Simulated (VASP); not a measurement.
```
CELL_PARAMETERS angstrom
      4.10536     0.00000     0.00000
      0.00000     4.10536     0.00000
      0.00000     0.00000     4.10536
ATOMIC_POSITIONS crystal
  Tl 0.00000 0.00000 0.00000
  Br 0.50000 0.50000 0.50000
```

Calculation: PBE GGA with D3 dispersion (zero damping), VASP's PBE PAW potentials (set 64) (plane waves; VASP 6.6.1). Settings: 520 eV cut-off, Gaussian smearing of 0.050 eV, potentials Tl_d Br.

Unless said otherwise, spin-orbit coupling is left out, though it shifts the bands of the heavy elements here.

Problem. Give the energies of bands 7 to 13 at the high-symmetry points, in eV from the valence-band maximum.

Solution. 
| band | Γ | X | M | R |
|---|---|---|---|---|
| 7 | -4.44 | -5.02 | -3.60 | -2.80 |
| 8 | -0.92 | -0.51 | -2.32 | -1.48 |
| 9 | -0.92 | -0.51 | -2.32 | -1.48 |
| 10 | -0.92 | 0.00 | -0.43 | -1.48 |
| 11 | 6.91 | 2.09 | 4.78 | 2.49 |
| 12 | 6.91 | 5.77 | 4.78 | 2.49 |
| 13 | 6.91 | 5.77 | 7.10 | 2.49 |

The gap is direct, 2.09 eV, from the valence maximum at X to the conduction minimum at X.

The compound is TlBr in the CsCl type structure. It was relaxed first, which changed the volume by +9 %.
